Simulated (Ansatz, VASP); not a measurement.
Two plane-wave programs on HgPd (Potarite)

```
CELL_PARAMETERS angstrom
2.97904 0.00000 0.00000
0.00000 2.97904 0.00000
0.00000 0.00000 3.70341
ATOMIC_POSITIONS crystal
Hg 0.00000 0.00000 0.00000
Pd 0.50000 0.50000 0.50000
```

Alike in both runs: task relaxation of cell and atoms; functional LDA; k mesh 14 × 14 × 12; occupations fermi-dirac, width 0.15 eV; no spin polarisation.

|  | VASP | Ansatz |
| --- | --- | --- |
| version | VASP 6.6.1 | Ansatz 0.2.0 |
| potentials or method | VASP PAW LDA potentials, release 64 (Hg, Pd) | scalar-relativistic, plane waves, PAW |
| plane-wave cutoff (eV) | 600 | 420 |
| valence electrons in the cell | 22 | 38 |

|  | VASP | Ansatz | Ansatz less VASP |
| --- | --- | --- | --- |
| gap on the k mesh at the Fermi level, each at its own relaxed structure (eV) | none | none | - |
| relaxed volume (Å³/atom) | 16.63 | 16.45 | -0.179 |
| relaxed cell length with the largest relative difference (Å) | 3.696 | 3.675 | -0.0208 |
| energy change over the relaxation (meV/atom) | -1 | 0 | +1.1 |

A gap of «none» marks a metal or a gap that the smearing closes. The two sets of potentials don't hold the same shells in valence.

Spin-orbit coupling is left out, which matters for the levels of Hg.
